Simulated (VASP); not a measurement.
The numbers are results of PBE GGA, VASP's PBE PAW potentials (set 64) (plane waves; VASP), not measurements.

VASP input:

### INCAR
```
SYSTEM = TiO2
PREC = Accurate
ENCUT = 480
EDIFF = 1E-6
NELM = 100
ALGO = Normal
LREAL = .FALSE.
LASPH = .TRUE.
ISMEAR = 0
SIGMA = 0.05
GGA = PE
LMAXMIX = 4
LWAVE = .FALSE.
LCHARG = .FALSE.
IBRION = 2
ISIF = 3
NSW = 60
EDIFFG = -0.01
```

### KPOINTS
```
Automatic mesh
0
Gamma
5 5 8
0 0 0
```

File POSCAR:
```
TiO2
1
    4.6549037142    -0.0000000000     0.0000000000
    0.0000000000     4.6549037142     0.0000000000
    0.0000000000     0.0000000000     2.9685579707
Ti O
2 4
Direct
  0.0000000000   0.0000000000   0.0000000000
  0.5000000000   0.5000000000   0.5000000000
  0.3045615163   0.3045615163   0.0000000000
  0.8045615163   0.1954384837   0.5000000000
  0.1954384837   0.8045615163   0.5000000000
  0.6954384837   0.6954384837   0.0000000000
```

POTCAR, in this order: Ti O (PBE.64 set). Program: vasp_std.

Question: What does the run give for the energy per atom (σ→0), volume per atom, band gap (on the k-mesh)?

Answer: 
- energy per atom (σ→0) = -8.804 eV/atom
- band gap (on the k-mesh) = 1.65 eV
- volume per atom = 10.73 Å³/atom

**OSZICAR**
```
...
   2 F= -.52824414E+02 E0= -.52824414E+02  d E =0.442736E-04
       N       E                     dE             d eps       ncg     rms          rms(c)
DAV:   1    -0.528251336125E+02   -0.71932E-03   -0.12591E-02  1220   0.951E-01    0.216E-01
DAV:   2    -0.528248612572E+02    0.27236E-03   -0.77465E-03  1804   0.709E-01    0.205E-01
DAV:   3    -0.528245625496E+02    0.29871E-03   -0.19631E-03  1704   0.352E-01    0.669E-02
DAV:   4    -0.528245488751E+02    0.13675E-04   -0.59504E-05  1292   0.540E-02    0.131E-02
DAV:   5    -0.528245496561E+02   -0.78098E-06   -0.14653E-06   836   0.118E-02
   3 F= -.52824550E+02 E0= -.52824550E+02  d E =-.918440E-04
```

The compound is TiO2 in the rutile structure. This run relaxes it. Symmetry was kept, so distortions that lower it aren't found. The start is the result of an earlier pass.
